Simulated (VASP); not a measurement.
Output of a VASP run:

File OSZICAR:
```
       N       E                     dE             d eps       ncg     rms          rms(c)
DAV:   1     0.516467532588E+02    0.51647E+02   -0.87243E+03  1008   0.130E+03
DAV:   2    -0.329302510808E+02   -0.84577E+02   -0.78942E+02  1444   0.271E+02
DAV:   3    -0.353142600886E+02   -0.23840E+01   -0.23767E+01  1340   0.468E+01
DAV:   4    -0.353273342679E+02   -0.13074E-01   -0.13068E-01  1252   0.363E+00
DAV:   5    -0.353274748534E+02   -0.14059E-03   -0.14057E-03  1320   0.356E-01    0.961E+00
DAV:   6    -0.335938033350E+02    0.17337E+01   -0.46539E+00  1260   0.180E+01    0.469E+00
DAV:   7    -0.334711521829E+02    0.12265E+00   -0.24469E-01  1208   0.483E+00    0.278E+00
DAV:   8    -0.334526418997E+02    0.18510E-01   -0.67129E-02  1116   0.252E+00    0.224E-01
DAV:   9    -0.334519489194E+02    0.69298E-03   -0.21052E-03  1320   0.487E-01    0.113E-01
DAV:  10    -0.334523482866E+02   -0.39937E-03   -0.58658E-04  1144   0.240E-01    0.279E-02
DAV:  11    -0.334523644142E+02   -0.16128E-04   -0.83490E-05  1288   0.824E-02    0.145E-02
DAV:  12    -0.334523660819E+02   -0.16677E-05   -0.11308E-05  1268   0.339E-02    0.215E-03
DAV:  13    -0.334523663518E+02   -0.26989E-06   -0.31880E-07  1284   0.626E-03    0.628E-04
DAV:  14    -0.334523663523E+02   -0.54160E-09   -0.96033E-09   748   0.111E-03
   1 F= -.33452366E+02 E0= -.33452366E+02  d E =-.334524E+02
```

File OUTCAR:
```
------------------------ aborting loop because EDIFF is reached ----------------------------------------
  FORCE on cell =-STRESS in cart. coord.  units (eV):
  Direction    XX          YY          ZZ          XY          YZ          ZX
  --------------------------------------------------------------------------------------
  Total        1.7047427      1.7047430      1.7163681     -0.0000000      0.0000000      0.0000000
  in kB      116.4755321    116.4755556    117.2698369     -0.0000000      0.0000000      0.0000000
  external PRESSURE =     116.7403082 kB  Pullay stress =       0.0000000 kB
  volume of cell :       23.45
      direct lattice vectors                 reciprocal lattice vectors
     1.269715456 -2.199211902  0.000000000     0.393789016 -0.227354172  0.000000000
     1.269715456  2.199211902  0.000000000     0.393789016  0.227354172  0.000000000
     0.000000000  0.000000000  4.198858402     0.000000000  0.000000000  0.238159972
  FREE ENERGIE OF THE ION-ELECTRON SYSTEM (eV)
  ---------------------------------------------------
  free  energy   TOTEN  =       -33.4523663523 eV

  energy  without entropy=      -33.4523663523  energy(sigma->0) =      -33.45236635

 reached required accuracy - stopping structural energy minimisation
```
(Selected blocks of OUTCAR.)

File POSCAR:
```
BN
1
    1.2697154555    -2.1992119022     0.0000000000
    1.2697154555     2.1992119022     0.0000000000
    0.0000000000     0.0000000000     4.1988584016
B N
2 2
Direct
  0.6666670000   0.3333330000   0.5002590611
  0.3333330000   0.6666670000   0.0002590611
  0.6666670000   0.3333330000   0.8747409389
  0.3333330000   0.6666670000   0.3747409389
```

### Question
Write an INCAR and KPOINTS that could have produced this output.

### Answer
Several could match; the one computed here: the input of the run itself, revPBE GGA, plane waves, VASP's PBE PAW potentials (set 64).

**INCAR**
```
ALGO = Normal
EDIFF = 1E-7
EDIFFG = -0.01
ENCUT = 520
GGA = RE
IBRION = 2
ISIF = 4
ISMEAR = 0
LASPH = T
LCHARG = F
LREAL = F
LWAVE = F
NELM = 100
NSW = 30
PREC = Accurate
SIGMA = 0.05
SYSTEM = BN
```

**KPOINTS**
```
Automatic mesh
0
Gamma
10 10 5
0 0 0
```

POTCAR, in this order: B N (PBE.64 set). Program: vasp_std.

The compound is BN in the wurtzite structure, a metastable high-pressure form. This cell is one point of a volume scan, at 0.97 of the reference volume.
